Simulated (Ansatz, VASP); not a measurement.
# One calculation of RhCl2, two programs

INCAR

```
SYSTEM = RhCl2
PREC = Accurate
ENCUT = 520
EDIFF = 1E-7
ISMEAR = -1
SIGMA = 0.05
LREAL = .FALSE.
LASPH = .TRUE.
NELM = 80
ALGO = Normal
ISIF = 2
LWAVE = .FALSE.
LCHARG = .TRUE.
GGA = PE
LELF = .TRUE.
LVHAR = .TRUE.
NBANDS = 38
```

Contents of KPOINTS:

```
Automatic mesh
0
G
  5 5 7
  0 0 0
```

File POSCAR:

```
RhCl2
1.0
    5.6899730000      0.0000000000      0.0000000000
    0.0000000000      5.6899730000      0.0000000000
    0.0000000000      0.0000000000      3.7283670000
Rh Cl
2 4
Direct
    0.5000000000      0.5000000000      0.5000000000
    0.0000000000      0.0000000000      0.0000000000
    0.8026200000      0.1973800000      0.5000000000
    0.1973800000      0.8026200000      0.5000000000
    0.6973800000      0.6973800000      0.0000000000
    0.3026200000      0.3026200000      0.0000000000
```

File input.yaml:

```yaml
crystal:
  lattice:
    - [5.689973, 0.0, 0.0]
    - [0.0, 5.689973, 0.0]
    - [0.0, 0.0, 3.728367]
  atoms:
    - { symbol: Rh, position: [0.5, 0.5, 0.5] }
    - { symbol: Rh, position: [0.0, 0.0, 0.0] }
    - { symbol: Cl, position: [0.80262, 0.19738, 0.5] }
    - { symbol: Cl, position: [0.19738, 0.80262, 0.5] }
    - { symbol: Cl, position: [0.69738, 0.69738, 0.0] }
    - { symbol: Cl, position: [0.30262, 0.30262, 0.0] }
hamiltonian:
  xc: pbe
  pseudopotentials: { kind: paw }
kpoints:
  mp_grid: { grid: [5, 5, 7] }
scf:
  occupations: { method: fermi_dirac, width: 0.05 }
output:
  forces: true
  stress: true
  eigenvalues: true
```

The cell comes from a database or a generator and needn't be the stable form of this composition.

Alike in both runs: task single point; functional PBE; k mesh 5 × 5 × 7; occupations fermi-dirac, width 0.05 eV; no spin polarisation.

|  | VASP | Ansatz |
| --- | --- | --- |
| version | VASP 6.6.1 | Ansatz 0.2.0 |
| potentials or method | VASP PAW PBE potentials, release 64 (Rh_pv, Cl) | Ansatz PAW |
| plane-wave cutoff (eV) | 520 | 420 |
| valence electrons in the cell | 58 | 62 |

Ansatz gave:

* gap on the k mesh at the Fermi level (eV): none
* pressure (GPa): -0.7
* rms of the force components (eV/Å): 0.028

What did VASP give for the same quantities?

gap on the k mesh at the Fermi level (eV): none; pressure (GPa): -0.8; rms of the force components (eV/Å): 0.028.

Atom by atom the forces differ by 0.000 eV/Å (rms over components). A gap of «none» marks a metal or a gap that the smearing closes. With one functional, cell and mesh, what is left measures potentials, basis and numerics. The two sets of potentials don't hold the same shells in valence.
